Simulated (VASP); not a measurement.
An input for Ansatz (written as the equivalent of a VASP run, and not itself run):

Ansatz 0.2 input:
```yaml
crystal:
  lattice:
    - [4.1821639, 0.0393147, -0.0131682]
    - [1.5855981, 3.8773077, -0.0311322]
    - [0.0315138, 0.0491748, 7.2023478]
  atoms:
    - { symbol: Ag, position: [0.7614562, 0.7195678, 0.7388368] }
    - { symbol: Ag, position: [0.3620388, 0.3204357, 0.9912331] }
    - { symbol: Ag, position: [0.1589807, 0.1174909, 0.4892660] }
    - { symbol: Ag, position: [0.7596453, 0.7174594, 0.2389443] }
    - { symbol: S, position: [0.5352724, 0.4946867, 0.4900033] }
    - { symbol: S, position: [0.9851067, 0.9428395, 0.9892165] }
kpoints:
  mp_grid: { grid: [7, 7, 4] }
hamiltonian:
  xc: pbesol
  pseudopotentials: { kind: paw }
scf:
  occupations: { method: tetrahedron }
  max_iter: 100
output: { forces: true, stress: true, eigenvalues: true }
```

Q: Translate this input to VASP (INCAR, KPOINTS, POSCAR, choice of POTCAR).

A: This is not unique; one that fits is 
### KPOINTS
```
kpoints
0
Gamma
  7 7 4
```

**POSCAR**
```
Ag2S
1
    4.1821638953     0.0393146574    -0.0131682063
    1.5855981457     3.8773076907    -0.0311322354
    0.0315137542     0.0491747730     7.2023477992
Ag S
4 2
Direct
  0.7614562395   0.7195677574   0.7388368134
  0.3620387515   0.3204357165   0.9912330923
  0.1589807026   0.1174909184   0.4892659605
  0.7596452585   0.7174593738   0.2389442753
  0.5352723950   0.4946866965   0.4900033308
  0.9851066529   0.9428395374   0.9892165277
```

**INCAR**
```
! general
SYSTEM   =  Ag2S
PREC     =  Accurate
ENCUT    =  400   ! plane-wave cut-off (eV)
LREAL    =  .FALSE.
LASPH    =  .TRUE.

! electronic loop
EDIFF    =  1E-7   ! SCF stop (eV)
NELM     =  100
ALGO     =  Normal   ! blocked Davidson
LMAXMIX  =  4   ! l cut-off of mixed one-centre charges

! smearing
ISMEAR   =  -5

! functional
GGA      =  PS

! ions
ISIF     =  2

! output
LWAVE    =  .FALSE.
LCHARG   =  .TRUE.
LORBIT   =  11   ! lm-projected
NEDOS    =  601   ! DOS grid

! other
LEFG     =  .TRUE.
```

POTCAR, in this order: Ag S (PBE.64 set). Program: vasp_std.

The two are equivalent in intent, not identical: each code has its own PAW files, so the cut-off isn't converted (ENCUT is set for VASP's; basis.ecutwfc is left out, and Ansatz then takes the one that its files recommend); Ansatz stops its SCF on the density residual and VASP on the energy change (EDIFF); the field gradients of LEFG aren't asked of the other code.

The structure comes from a computed database's Ag2S entry; how it stands against other phases isn't given here. It was relaxed first, which changed the volume by -10 %.
